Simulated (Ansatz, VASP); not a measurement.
TaGa2O6 in VASP and in Ansatz

File INCAR:

```
SYSTEM = TaGa2O6
  ALGO = Normal
  EDIFF = 1E-7
  EDIFFG = -0.01
  ENCUT = 600
  GGA = PE
  IBRION = 2
  ISIF = 3
  ISMEAR = 0
  LASPH = .TRUE.
  LCHARG = .FALSE.
  LREAL = .FALSE.
  LWAVE = .FALSE.
  NELM = 100
  NSW = 100
  PREC = Accurate
  SIGMA = 0.1
```

KPOINTS

```
k-points
0
G
  10 10 10
  0 0 0
```

POSCAR

```
TaGa2O6
1.0
    0.0000000000      3.7452912950      3.7452912950
    3.7452912950      0.0000000000      3.7452912950
    3.7452912950      3.7452912950      0.0000000000
Ta Ga O
1 2 6
Direct
    0.0000000000      0.0000000000      0.0000000000
    0.7500000000      0.7500000000      0.7500000000
    0.2500000000      0.2500000000      0.2500000000
    0.5000000000      0.0000000000      0.0000000000
    0.0000000000      0.5000000000      0.5000000000
    0.0000000000      0.5000000000      0.0000000000
    0.5000000000      0.0000000000      0.5000000000
    0.0000000000      0.0000000000      0.5000000000
    0.5000000000      0.5000000000      0.0000000000
```

Input for Ansatz:

```yaml
crystal:
  lattice:
    - [0.0, 3.745291295, 3.745291295]
    - [3.745291295, 0.0, 3.745291295]
    - [3.745291295, 3.745291295, 0.0]
  atoms:
    - { symbol: Ta, position: [0.0, 0.0, 0.0] }
    - { symbol: Ga, position: [0.75, 0.75, 0.75] }
    - { symbol: Ga, position: [0.25, 0.25, 0.25] }
    - { symbol: O, position: [0.5, 0.0, 0.0] }
    - { symbol: O, position: [0.0, 0.5, 0.5] }
    - { symbol: O, position: [0.0, 0.5, 0.0] }
    - { symbol: O, position: [0.5, 0.0, 0.5] }
    - { symbol: O, position: [0.0, 0.0, 0.5] }
    - { symbol: O, position: [0.5, 0.5, 0.0] }
basis:
  ecutwfc: 420
kpoints:
  mp_grid: { grid: [10, 10, 10] }
hamiltonian:
  xc: pbe
scf:
  occupations: { method: gaussian, width: 0.1 }
output:
  forces: true
  stress: true
  eigenvalues: true
  write_density: true
  write_potential: true
  elf: true
  volumetric_format: npy
relax:
  adjacent_minimum: "off"
  f_tol: 0.01
  max_steps: 80
  cell: { stress_tol: 0.05 }
```

Change from the starting cell: ordered vacancies on the A sites of perovskite (Fm-3m, No. 225).

Alike in both runs: task relaxation of cell and atoms; functional PBE; k mesh 10 × 10 × 10; occupations gaussian, width 0.1 eV; no spin polarisation.

|  | VASP | Ansatz |
| --- | --- | --- |
| version | VASP 6.6.1 | Ansatz 0.2.0 |
| potentials or method | VASP PAW PBE potentials, release 64 (Ta_pv, Ga_d, O) | scalar-relativistic, plane waves, PAW |
| plane-wave cutoff (eV) | 600 | 420 |
| valence electrons in the cell | 73 | 75 |

VASP gave:

| Property | Result |
| --- | --- |
| gap on the k mesh at the Fermi level, each at its own relaxed structure (eV) | none |
| relaxed volume (Å³/atom) | 11.69 |
| relaxed cell length with the largest relative difference (Å) | 5.299 |

Q: Which values does Ansatz return?

A: gap on the k mesh at the Fermi level, each at its own relaxed structure (eV): none; relaxed volume (Å³/atom): 11.67; relaxed cell length with the largest relative difference (Å): 5.296.

A gap of «none» marks a metal or a gap that the smearing closes. The two sets of potentials don't hold the same shells in valence.

Caveats: an odd number of electrons without spin polarisation forces a metal; a magnetic or distorted state may lie lower. Spin-orbit coupling is left out, which matters for the levels of Ta.
